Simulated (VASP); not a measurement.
An input for Ansatz (written as the equivalent of a VASP run, and not itself run):

Ansatz 0.2 input:
```yaml
crystal:
  lattice:
    - [2.9816319, 0.0000000, 0.0000000]
    - [0.0000000, 2.9816319, 0.0000000]
    - [0.0000000, 0.0000000, 2.9816319]
  atoms:
    - { symbol: Al, position: [0.5000000, 0.5000000, 0.5000000] }
    - { symbol: Ru, position: [0.0000000, 0.0000000, 0.0000000] }
kpoints:
  mp_grid: { grid: [11, 11, 11] }
hamiltonian:
  xc: r2scan
  pseudopotentials: { kind: paw }
scf:
  occupations: { method: methfessel_paxton, width: 0.1 }
  max_iter: 100
relax:
  max_steps: 30
  f_tol: 0.001
output: { forces: true, stress: true, eigenvalues: true }
```

Task: Write the VASP files for the same calculation (r2SCAN).

Result: One answer among several that fit: 
**INCAR**
```
! general
SYSTEM  = RuAl
PREC    = Accurate
ENCUT   = 400
LREAL   = .FALSE.   ! projection in real space or not
LASPH   = .TRUE.   ! aspherical one-centre terms

! electronic loop
EDIFF   = 1E-8   ! SCF stop (eV)
NELM    = 100   ! most electronic steps
ALGO    = Normal   ! blocked Davidson
LMAXMIX = 4   ! l cut-off of mixed one-centre charges
LMIXTAU = .TRUE.

! smearing
ISMEAR  = 1   ! Methfessel-Paxton
SIGMA   = 0.1   ! width (eV)

! functional
METAGGA = R2SCAN

! ions
IBRION  = 1   ! quasi-Newton
NSW     = 30   ! most ionic steps
ISIF    = 2   ! forces and stress, cell fixed
EDIFFG  = -0.001

! output
LWAVE   = .FALSE.
LCHARG  = .FALSE.
```

### POSCAR
```
RuAl
1.0
  2.9816318972   0.0000000000   0.0000000000
  0.0000000000   2.9816318972   0.0000000000
  0.0000000000   0.0000000000   2.9816318972
Al Ru
1 1
Cart
  1.4908159486   1.4908159486   1.4908159486
  0.0000000000   0.0000000000   0.0000000000
```

KPOINTS:
```
Automatic mesh
0
Gamma
11 11 11
0 0 0
```

POTCAR, in this order: Al Ru_pv (PBE.64 set). Program: vasp_std.

The two are equivalent in intent, not identical: each code has its own PAW files, so the cut-off isn't converted (ENCUT is set for VASP's; basis.ecutwfc is left out, and Ansatz then takes the one that its files recommend); Ansatz stops its SCF on the density residual and VASP on the energy change (EDIFF).

The compound is RuAl in the CsCl type structure. It was relaxed first. The start is the result of an earlier pass.
